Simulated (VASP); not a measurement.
Consider the following.

```
CELL_PARAMETERS angstrom
      0.00000     2.13846     2.13846
      2.13846     0.00000     2.13846
      2.13846     2.13846     0.00000
ATOMIC_POSITIONS crystal
  Be 0.25000 0.25000 0.25000
  Be 0.75000 0.75000 0.75000
  C  0.00000 0.00000 0.00000
```

All values below come from PBE GGA with D3 dispersion (Becke-Johnson damping), VASP's PBE PAW potentials (set 64) (plane waves; VASP 6.6.1). Numerical set-up: 520 eV cut-off, Gaussian smearing of 0.050 eV, potentials Be C.

Problem. Give the energies of bands 2 to 7 at the high-symmetry points, in eV from the valence-band maximum.

Solution. 
```tsv
band	Γ	X	U	L	W
2	0.00	-6.91	-7.05	-8.96	-6.47
3	0.00	-4.88	-6.42	-1.89	-6.04
4	0.00	-4.88	-4.12	-1.89	-6.04
5	4.20	1.17	3.39	5.08	5.82
6	4.20	5.98	8.56	5.08	8.41
7	4.20	13.65	11.87	7.40	9.83
```

The gap is indirect, 1.17 eV, from the valence maximum at Γ to the conduction minimum at X.

The compound is Be2C in the antifluorite structure. It was relaxed first.
